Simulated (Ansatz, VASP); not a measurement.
# BP: VASP beside Ansatz, part 2 of 2

Wanted: the spread between two codes on one cell, functional and k mesh. The cell is taken from a series of runs on this material, whose earlier steps may have relaxed, scaled, displaced or heated it; both programs get it as it stands.

VASP 6.6.1 and Ansatz 0.2.0.

So far: The starting structure; VASP: zone-centre phonons, PBE, pair 1.

**3. Ansatz: zone-centre phonons, PBE, pair 1**

Level of this step: Ansatz beside VASP: Kohn-Sham DFT, plane waves, PBE (Ansatz).

Ansatz runs on norm-conserving files, of PseudoDojo where its log says so.

The same cell, functional and mesh now go to Ansatz, which takes its cutoff from its data sets.

input.yaml reads:

```yaml
crystal:
  lattice:
    - [0.0, 2.2622563235, 2.2622563235]
    - [2.2622563235, 0.0, 2.2622563235]
    - [2.2622563235, 2.2622563235, 0.0]
  atoms:
    - { symbol: B, position: [0.0, 0.0, 0.0] }
    - { symbol: P, position: [0.25, 0.25, 0.25] }
kpoints:
  mp_grid: { grid: [10, 10, 10] }
hamiltonian:
  xc: pbe
  pseudopotentials: { kind: nc, accuracy: standard }
scf:
  occupations: { method: fixed }
output:
  eigenvalues: true
phonons:
  method: dfpt
  dielectric: true
  rigid_motions: translations
```

Command:

```
> ansatz run input.yaml --threads 4 --pin off --max-ram 7168MiB --backend cpu --events-out ev --progress --plain --runs-dir out
```

Numbers of over 12 decimals in the logs are rounded to 6 here.

Output:

```text
Engine: ansatz 0.2.0, aarch64-unknown-linux-gnu
Pseudopotentials: kind: nc
Pseudopotential: B, nc, valence charge 3, recommended cutoff 1034.032677 eV (normal), B.nc.azcp (PseudoDojo's, or run here from an input of PseudoDojo's; its table is named by hamiltonian.pseudopotentials.accuracy)
Pseudopotential: P, nc, valence charge 5, recommended cutoff 598.650497 eV (normal), P.nc.azcp (PseudoDojo's, or run here from an input of PseudoDojo's; its table is named by hamiltonian.pseudopotentials.accuracy)
Functional definition: PBE
  parameter kappa = 0.804
  parameter beta = 0.066725
  exchange = pbe_x(kappa = kappa, mu = beta*pi^2/3)
  correlation = pbe_c(beta = beta)
Crystal: 2 atoms, lattice volume = 23.156 Å³
Basis set: ecut = 1034.032677 eV, 1807 PW (Γ), exchange–correlation on 72×72×72 points (8 copies of the dense FFT grid, shifted against one another)
Bands: 8, of which v1, the nominal top of the filled ones, is band 4 counted from 1 (3 counted from 0)
Symmetry: 24 space group operations
k-points: 171 of 1000 (irreducible under 4 space group operations, time reversal used)
Non-local potential: B, projectors of the file, l = 0: 2, l = 1: 2
Non-local potential: P, projectors of the file, l = 0: 2, l = 1: 2, l = 2: 2
Initial density: superposition of atomic densities (chi_scale 0.1, normalization cell, long waves kept (reshape's long-wave potential 0.00 eV rms))
Initial wavefunctions: pseudopotential atomic-orbital guess
Functional: x = pbe(κ = 0.804, μ = 0.219515), c = pbe(β = 0.066725)
SCF iter   1: F=—  HF=-270.021768 eV  |F-HF|=—  |Δ(HF+E_count)|=         —  Δρ=9.34e-2  dr2=2.25e0  ethr=3.10e-3  ⟨swp⟩=4.2  Hψ=9888  notcnv=0  defer=298
preconditioner: auto → none  [insulator: Δε(μ)=1.945 eV  Ē_g=13.004 eV  n_scr=0 (ndim 8)  ℏωp=21.8 eV  f_vac=0.000  ε∞_Penn≈3.8]
SCF iter   2: F=—  HF=-269.338629 eV  |F-HF|=—  |Δ(HF+E_count)|=   6.83e-1  Δρ=3.01e-2  dr2=1.55e-1  ethr=3.10e-3  ⟨swp⟩=3.1  Hψ=4082  notcnv=0  defer=307
SCF iter   3: F=—  HF=-269.306349 eV  |F-HF|=—  |Δ(HF+E_count)|=   3.23e-2  Δρ=1.17e-2  dr2=1.98e-2  ethr=1.93e-3  ⟨swp⟩=2.7  Hψ=2026  notcnv=0  defer=321
SCF iter   4: F=—  HF=-269.304329 eV  |F-HF|=—  |Δ(HF+E_count)|=   2.02e-3  Δρ=1.36e-3  dr2=1.98e-4  ethr=2.48e-4  ⟨swp⟩=2.7  Hψ=2164  notcnv=0  defer=331
SCF iter   5: F=—  HF=-269.304424 eV  |F-HF|=—  |Δ(HF+E_count)|=   9.44e-5  Δρ=1.27e-4  dr2=2.57e-6  ethr=2.48e-6  ⟨swp⟩=2.6  Hψ=2249  notcnv=0  defer=335
SCF iter   6: F=—  HF=-269.304426 eV  |F-HF|=—  |Δ(HF+E_count)|=   2.24e-6  Δρ=1.49e-5  dr2=5.49e-8  ethr=3.21e-8  ⟨swp⟩=2.2  Hψ=1989  notcnv=0  defer=213
SCF iter   7: F=—  HF=-269.304426 eV  |F-HF|=—  |Δ(HF+E_count)|=   1.25e-7  Δρ=2.15e-6  dr2=9.05e-10  ethr=6.86e-10  ⟨swp⟩=2.5  Hψ=2061  notcnv=0  defer=2
SCF iter   8: F=-269.304426 eV  HF=-269.304426 eV  |F-HF|=1.31e-12  |Δ(HF+E_count)|=  3.73e-11  Δρ=9.24e-8  dr2=2.22e-12  ethr=1.25e-12  ⟨swp⟩=9.0  Hψ=10315  notcnv=0
SCF 1 converged in 8 iterations: F = -269.304426 eV  dr2 = 2.22e-12
NSCF: frozen V_eff on 2 k-points
DFPT response loops at Γ: preconditioner auto → none (the input reference at scf.mixing.eps_inf says where Resta's filter doesn't serve); β = 0.50; Broyden in place of MSR1
── the response to a field inside a basis, on 10×10×10 k-points: an SCF that follows is theirs, and a resumed run solves both again ──
Bands: 5, of which v1, the nominal top of the filled ones, is band 4 counted from 1 (3 counted from 0)
k-points: 110 of 1000 (irreducible under 6 space group operations, time reversal used)
Initial density: handed on by an earlier stage of this run
Initial wavefunctions: pseudopotential atomic-orbital guess (no wavefunctions were taken with the density)
Eigensolver: Dense (110 Hₖ)
SCF iter   1: F=—  HF=-269.304166 eV  |F-HF|=—  |Δ(HF+E_count)|=         —  Δρ=5.06e-5  dr2=1.24e-7  ethr=1.00e-1
preconditioner: auto → none  [insulator: Δε(μ)=1.459 eV  Ē_g=9.938 eV  n_scr=0 (ndim 8)  ℏωp=21.8 eV  f_vac=0.000  ε∞_Penn≈5.8]
SCF iter   2: F=-269.304166 eV  HF=-269.304166 eV  |F-HF|=1.14e-7  |Δ(HF+E_count)|=   3.27e-7  Δρ=2.53e-5  dr2=2.62e-8  ethr=1.55e-9
SCF 1 converged in 2 iterations: F = -269.304166 eV  dr2 = 2.62e-8
DFPT response loops at Γ: mixed as the last ones told, above
SCF converged after 8 iterations
Free energy (F): -269.304426 eV
Harris-Foulkes:  -269.304426 eV  (|F-HF|=1.31e-12)
Internal energy: -269.304426 eV  (E = F + TS)
E sigma→0 (E₀):  -269.304426 eV
Fermi energy:    9.361746 eV
--- Per-component energies (eV) ---
  E_band       = 22.685667
  E_kinetic    = 126.845526
  E_local      = -64.334221  (includes V_loc(G=0)·N_el)
  E_nonlocal   = 28.036769
  E_hartree    = 17.050384
  E_xc         = -90.560329
  E_vxc        = -101.963172  (∫ρ·V_xc dr)
  E_ewald      = -286.342554
  E_smearing   = -0.000000  (= −TS)
  E_closure    = -0.000000  (closes the sum)
  Σ components = -269.304426   (vs F -269.304426, Δ=0.00e0)
--- Band table (eV; the first three rows and the last of 171) ---
  k-point 0: bands = ["-6.1766", "9.3617", "9.3617", "9.3617", "12.7826", "12.7826", "12.7826", "16.8560"]
  k-point 1: bands = ["-5.9951", "8.0560", "9.0654", "9.0654", "13.1923", "13.1923", "13.2236", "17.3703"]
  k-point 2: bands = ["-5.4574", "5.7026", "8.5031", "8.5031", "13.4332", "13.9130", "13.9130", "18.5212"]
  k-point 170: bands = ["-1.3107", "1.3408", "3.4209", "4.6534", "14.2626", "15.5975", "17.1861", "17.7603"]
--- Phonons (Γ-DFPT): 2 representative perturbations + reference, on 171 of 1000 k-points (Σ response iterations 6) ---
  k mesh reduced under 4 symmetry operations, with k and −k counted as one. Each operation leaves every solved perturbation unchanged. A smaller set is not considered because the run solves the response to a homogeneous field
  ASR residual: 1.875e-5 → 0.000e0 eV/Å²; symmetrization residual: 3.252e-7 eV/Å²
  ASR residual per site (eV/Å²): 4.98e-6 1.87e-5
  Γ frequencies (cm⁻¹): 0.00 0.00 0.00 812.12 812.12 812.12
  ε∞ (high-frequency dielectric tensor):
        9.115338     0.000000     0.000000
        0.000000     9.115338     0.000000
        0.000000     0.000000     9.115338
  ε⁰ (static dielectric tensor: ions relaxed, cell fixed):
        9.236705     0.000000     0.000000
        0.000000     9.236705     0.000000
        0.000000     0.000000     9.236705
  ε⁰ − ε∞ (ionic part):
        0.121367    -0.000000     0.000000
       -0.000000     0.121367    -0.000000
        0.000000    -0.000000     0.121367
  softest optical mode at Γ: 812.12 cm⁻¹; the repairs (sum rule, projections) moved no ω² at Γ by more than (0.46 cm⁻¹)²
  Born effective charges Z* (e; rows j = field, columns β = displacement):
    site 0:
        -0.54941    0.00000    0.00000
         0.00000   -0.54941   -0.00000
        -0.00000   -0.00000   -0.54941
    site 1:
         0.54941   -0.00000   -0.00000
        -0.00000    0.54941    0.00000
         0.00000    0.00000    0.54941
  Z* charge neutrality: 2.270e-4 e pre-enforcement
  solved inside a basis spanned on kpoints, on 10×10×10 k-points, its susceptibility summed on 14×14×14: ε∞ is read to err by 2.8e-2, Z* by 5.6e-3 e (field_mesh: kpoints solves on kpoints); Z* is corrected for what the basis lacks
  optical modes at Γ without the LO–TO term, one row a degenerate level:
      ω (cm⁻¹)  modes    IR ((D/Å)²/amu)
        812.12      3             2.6071
  optical modes at Γ + LO–TO along q̂ = [1.0000, 0.0000, 0.0000]:
      ω (cm⁻¹)  modes    IR ((D/Å)²/amu)
        812.12      2             1.7381
        817.51      1             0.8690
  optical modes at Γ + LO–TO along q̂ = [0.0000, 1.0000, 0.0000]:
      ω (cm⁻¹)  modes    IR ((D/Å)²/amu)
        812.12      2             1.7381
        817.51      1             0.8690
  optical modes at Γ + LO–TO along q̂ = [0.0000, 0.0000, 1.0000]:
      ω (cm⁻¹)  modes    IR ((D/Å)²/amu)
        812.12      2             1.7381
        817.51      1             0.8690
```

Reading the cycles: dr2 is the Hartree energy of the density residual (eV), the measure of convergence; HF is the Harris–Foulkes estimate of the energy, which meets the free energy F at convergence.

**4. Differences**

Known differences besides the potentials themselves: fixed occupations in Ansatz, narrow Gaussian smearing in VASP; VASP's response is taken on the typed mesh, Ansatz refines its own for the field response alone; the cutoff is 1034.03 eV in Ansatz and 500 eV in VASP. Total energies have different zeros and are not compared.

Compared:

| quantity | Ansatz | VASP | difference |
| --- | --- | --- | --- |
| ε∞ xx | 9.12 | 9.27 | -1.65 % |
| ε∞ yy | 9.12 | 9.27 | -1.65 % |
| ε∞ zz | 9.12 | 9.27 | -1.65 % |
| Born charge of B1 (mean of the diagonal) (e) | -0.55 | -0.53 | -0.02 |
| Born charge of P2 (mean of the diagonal) (e) | 0.55 | 0.53 | +0.02 |
| optical mode 1 to 3 (cm⁻¹) | 812.1 | 811.1 | +0.12 % |

Modes are paired by rising frequency, not by their patterns, so a pair may set unlike modes beside each other; they are those without the splitting of longitudinal modes.

**5. VASP: zone-centre phonons, PBE, pair 2**

Second derivatives magnify differences that forces hide, and they need a tight electronic threshold. The cell compared in this pair holds 23.86 Å³, against 23.16 Å³ for the pair before.

INCAR reads:

```
SYSTEM = BP
PREC = Accurate
ENCUT = 500
EDIFF = 1E-08
NELM = 120
ISMEAR = 0
SIGMA = 0.01
LREAL = .FALSE.
ALGO = Normal
GGA = PE
NBANDS = 10
LORBIT = 11
LWAVE = .FALSE.
LCHARG = .FALSE.
ISIF = 2
IBRION = 8
LEPSILON = .TRUE.
LASPH = .TRUE.
GGA_COMPAT = .FALSE.
EFERMI = MIDGAP
KPAR = 2
```

POSCAR reads:

```
BP
1.0
    0.0000000000      2.2849940915      2.2849940915
    2.2849940915      0.0000000000      2.2849940915
    2.2849940915      2.2849940915      0.0000000000
B P
1 1
Direct
    0.0000000000      0.0000000000      0.0000000000
    0.2500000000      0.2500000000      0.2500000000
```

KPOINTS reads:

```
Automatic mesh
0
Gamma
10 10 10
0 0 0
```

PAW data sets: B and P (PBE family, release 64).

Command:

```
> mpirun -np 2 vasp_std
```

Output:

```text
[... set-up lines as in an earlier step ...]
 entering main loop
       N       E                     dE             d eps       ncg     rms          rms(c)
DAV:   1     0.839864455257E+01    0.83986E+01   -0.38280E+03   940   0.697E+02
DAV:   2    -0.130479741633E+02   -0.21447E+02   -0.20509E+02  1356   0.109E+02
DAV:   3    -0.135888505587E+02   -0.54088E+00   -0.53994E+00  1136   0.157E+01
DAV:   4    -0.135913184261E+02   -0.24679E-02   -0.24676E-02  1164   0.121E+00
[...]
DAV:  14    -0.129278733393E+02   -0.75937E-07   -0.32558E-08  1060   0.110E-03    0.197E-04
DAV:  15    -0.129278733143E+02    0.24963E-07   -0.25934E-09   554   0.342E-04    0.638E-04
DAV:  16    -0.129278733169E+02   -0.26091E-08   -0.61752E-10   522   0.135E-04
   1 F= -.12927873E+02 E0= -.12927873E+02  d E =0.000000E+00
 Linear response reoptimize wavefunctions to high precision
DAV:   1    -0.129278733162E+02    0.69201E-09   -0.43684E-11   590   0.422E-05
DAV:   2    -0.129278733162E+02   -0.46612E-11   -0.21618E-12   510   0.117E-05
 Linear response G [H, r] |phi>, progress :
  Direction:   1
[...]
RMM:  13    -0.415735094158E-01    0.12215E-08    0.49638E-07  2575   0.781E-06    0.157E-08
 first order change of Fermi-energy  -0.25477E+01
 force on displaced ion       1 direction 1 : -18.257  -0.000  -0.000
 Born effective charge ion    1 direction 1 :  -0.435   0.000   0.000
 Linear response progress:
  Degree of freedom:   2/  2
       N       E                     dE             d eps       ncg     rms          rms(c)
RMM:   1    -0.435976971006E-01   -0.43598E-01    0.53552E-03  7976   0.142E+00
RMM:   2    -0.406424051447E-01    0.29553E-02    0.11136E-03  5314   0.220E-01    0.144E-01
RMM:   3    -0.408377844518E-01   -0.19538E-03    0.68790E-05  5650   0.368E-02    0.826E-02
RMM:   4    -0.411042430674E-01   -0.26646E-03   -0.10460E-04  5551   0.376E-02    0.847E-03
[...]
RMM:  11    -0.410534262185E-01    0.55906E-08   -0.55079E-07  5682   0.119E-05    0.308E-07
RMM:  12    -0.410534327267E-01   -0.65082E-08   -0.41032E-07  3977   0.939E-06    0.221E-07
RMM:  13    -0.410534334800E-01   -0.75321E-09   -0.42103E-07  2464   0.940E-06    0.120E-08
 first order change of Fermi-energy   0.25480E+01
 force on displaced ion       2 direction 1 : -18.256  -0.000  -0.000
 Born effective charge ion    2 direction 1 :   0.418   0.000   0.000
 Born effective charges drift removed
 Linear response finished
```

Parts of OUTCAR (step 5):

```text
  Total       -0.3635451     -0.3635451     -0.3635451     -0.0000000      0.0000000     -0.0000000
  in kB      -24.4108935    -24.4108935    -24.4108935     -0.0000000      0.0000000     -0.0000000
  external PRESSURE =     -24.4108935 kB  Pullay stress =       0.0000000 kB

 POSITION                                       TOTAL-FORCE (eV/Angst)
 -----------------------------------------------------------------------------------
      0.00000      0.00000      0.00000        -0.000000     -0.000000      0.000000
      1.14250      1.14250      1.14250         0.000000      0.000000     -0.000000
 -----------------------------------------------------------------------------------
    total drift:                                0.000000      0.000000      0.000000

 MACROSCOPIC STATIC DIELECTRIC TENSOR (including local field effects in DFT)
 ------------------------------------------------------
           9.281851     0.000000    -0.000000
           0.000000     9.281851     0.000000
          -0.000000     0.000000     9.281851
 ------------------------------------------------------

 MACROSCOPIC STATIC DIELECTRIC TENSOR IONIC CONTRIBUTION
 ------------------------------------------------------
           0.076222    -0.000000     0.000000
          -0.000000     0.076222    -0.000000
           0.000000    -0.000000     0.076222
 ------------------------------------------------------

[... 1 part as in an earlier step ...]

[... 1 further part left out ...]
```

**6. Ansatz: zone-centre phonons, PBE, pair 2**

The same cell, functional and mesh now go to Ansatz, which takes its cutoff from its data sets.

The cell is taken from a series of runs on this material, whose earlier steps may have relaxed, scaled, displaced or heated it; both programs get it as it stands.

input.yaml, the sections that differ from step 3:

```yaml
crystal:
  lattice:
    - [0.0, 2.2849940915, 2.2849940915]
    - [2.2849940915, 0.0, 2.2849940915]
    - [2.2849940915, 2.2849940915, 0.0]
  atoms:
    - { symbol: B, position: [0.0, 0.0, 0.0] }
    - { symbol: P, position: [0.25, 0.25, 0.25] }
# kpoints, hamiltonian, scf, output, phonons: as in step 3
```

Command:

```
> ansatz run input.yaml --threads 4 --pin off --max-ram 7168MiB --backend cpu --events-out ev --progress --plain --runs-dir out
```

Output:

```text
[...]
Crystal: 2 atoms, lattice volume = 23.861 Å³
Basis set: ecut = 1034.032677 eV, 1807 PW (Γ), exchange–correlation on 72×72×72 points (8 copies of the dense FFT grid, shifted against one another)
Bands: 8, of which v1, the nominal top of the filled ones, is band 4 counted from 1 (3 counted from 0)
Symmetry: 24 space group operations
k-points: 171 of 1000 (irreducible under 4 space group operations, time reversal used)
[...]
optical modes at Γ + LO–TO along q̂ = [1.0000, 0.0000, 0.0000]:
      ω (cm⁻¹)  modes    IR ((D/Å)²/amu)
[...]
optical modes at Γ + LO–TO along q̂ = [0.0000, 1.0000, 0.0000]:
      ω (cm⁻¹)  modes    IR ((D/Å)²/amu)
        788.11      2             1.1784
        791.76      1             0.5892
  optical modes at Γ + LO–TO along q̂ = [0.0000, 0.0000, 1.0000]:
      ω (cm⁻¹)  modes    IR ((D/Å)²/amu)
        788.11      2             1.1784
        791.76      1             0.5892
[key lines of the parts left out:]
SCF converged after 8 iterations
Free energy (F): -269.304584 eV
Fermi energy:    8.956073 eV
```

**7. Side by side**

The two programs side by side:

| quantity | Ansatz | VASP | difference |
| --- | --- | --- | --- |
| ε∞ xx | 9.13 | 9.28 | -1.60 % |
| ε∞ yy | 9.13 | 9.28 | -1.60 % |
| ε∞ zz | 9.13 | 9.28 | -1.60 % |
| Born charge of B1 (mean of the diagonal) (e) | -0.45 | -0.43 | -0.02 |
| Born charge of P2 (mean of the diagonal) (e) | 0.45 | 0.43 | +0.02 |
| optical mode 1 to 3 (cm⁻¹) | 788.1 | 787.1 | +0.13 % |

Modes are paired by rising frequency, not by their patterns, so a pair may set unlike modes beside each other; they are those without the splitting of longitudinal modes.

**8. Outcome**

* r.m.s. difference of the optical zone-centre modes, each program's sorted by frequency (zone-centre phonons, PBE, pair 1): 0.99 cm⁻¹
* difference in ε∞ xx (zone-centre phonons, PBE, pair 1): -1.6 %
* r.m.s. difference of the optical zone-centre modes, each program's sorted by frequency (zone-centre phonons, PBE, pair 2): 1.0 cm⁻¹
* difference in ε∞ xx (zone-centre phonons, PBE, pair 2): -1.6 %

What this shows: The r.m.s. difference of the optical zone-centre modes, each program's sorted by frequency is 0.99 cm⁻¹ (zone-centre phonons, PBE, pair 1). Among the rows given in per cent, the largest difference of the zone-centre phonons, PBE, pair 1 pair is in ε∞ xx, -1.6 %. Among the rows given in per cent, the largest difference of the zone-centre phonons, PBE, pair 2 pair is in ε∞ xx, -1.6 %. Such differences can come from data sets, numerical settings and the points named under the comparisons, not from the functional's error against experiment.

[Lines on the potential files, build, host, timing and source positions are cut from VASP's logs without a mark.]

[Logs are printed without paths, hosts, clocks, repeated set-up lines and the standing remarks that a program may print on its own settings, such as how far it seeks lower states.]

[Hosts, paths, dates, database ids (printed as entryN), source tags and the programs' standing remarks are cut or masked in the printed files.]
